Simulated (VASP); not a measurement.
Input:

```yaml
crystal:
  lattice:
    - [0.00000, 2.08246, 2.08246]
    - [2.08246, 0.00000, 2.08246]
    - [2.08246, 2.08246, 0.00000]
  atoms:
    - { symbol: Au, position: [0.00000, 0.00000, 0.00000] }
```

Level of theory: PW91 GGA, VASP's PBE PAW potentials (set 64) (plane waves; VASP). Settings: 520 eV cut-off, 14×14×14 Γ-centred mesh, first-order Methfessel-Paxton smearing of 0.10 eV, potentials Au.

Unless said otherwise, spin-orbit coupling is left out, though it shifts the bands of the heavy elements here.

Q: What does the run give for the energy per atom (σ→0), band gap (on the k-mesh) with the smallest direct gap where there is one?

A: 
| Property | Result |
|---|---|
| band gap (on the k-mesh) | none (metal, semimetal or under 0.01 eV) |
| energy per atom (σ→0) | -3.248 eV/atom |

The compound is Au in the fcc structure. It was relaxed first, which changed the volume by +6 %. The start is the result of an earlier pass.
